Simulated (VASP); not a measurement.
A convergence study with VASP on Ag (fcc): a few settings are varied, all else stays as given below, so the limit is that of these other settings. The cell's lengths are 1 % over those of the tabulated start, so it is off equilibrium.

```
CELL_PARAMETERS angstrom
      0.00000     2.06545     2.06545
      2.06545     0.00000     2.06545
      2.06545     2.06545     0.00000
ATOMIC_POSITIONS crystal
  Ag 0.00000 0.00000 0.00000
```

These are PBEsol GGA, VASP's PBE PAW potentials (set 64) (plane waves; VASP 6.6.1) values and carry that method's errors. The last row used: LREAL = Auto, 600 eV cut-off, 13×13×13 Γ-centred mesh, first-order Methfessel-Paxton smearing of 0.10 eV, potentials Ag.

```csv
setting,E (eV/atom),pressure (GPa),plane waves
"ENCUT = 300, LREAL = .FALSE., PREC = Normal",-3.2993,-6.15,218
"ENCUT = 400, LREAL = .FALSE., PREC = Normal",-3.2884,-6.43,331
"ENCUT = 500, LREAL = .FALSE., PREC = Normal",-3.2880,-6.08,459
"ENCUT = 600, LREAL = .FALSE., PREC = Normal",-3.2881,-6.13,609
"ENCUT = 500, LREAL = .FALSE., PREC = Accurate",-3.2880,-6.08,459
"ENCUT = 600, LREAL = .FALSE., PREC = Accurate",-3.2881,-6.13,609
"ENCUT = 300, LREAL = Auto, PREC = Normal",-3.2986,-6.11,218
"ENCUT = 400, LREAL = Auto, PREC = Normal",-3.2885,-6.43,331
"ENCUT = 500, LREAL = Auto, PREC = Normal",-3.2885,-6.08,459
"ENCUT = 600, LREAL = Auto, PREC = Normal",-3.2886,-6.25,609
"ENCUT = 300, LREAL = Auto, PREC = Accurate",-3.2984,-6.22,218
"ENCUT = 400, LREAL = Auto, PREC = Accurate",-3.2885,-6.45,331
"ENCUT = 500, LREAL = Auto, PREC = Accurate",-3.2886,-6.04,459
"ENCUT = 600, LREAL = Auto, PREC = Accurate",-3.2886,-6.00,609
```

Left out are rungs that failed or repeat a setting and relaxations that didn't move; long series are thinned to 24 rows.

The compound is Ag in the fcc structure. The cell was not relaxed at this level.
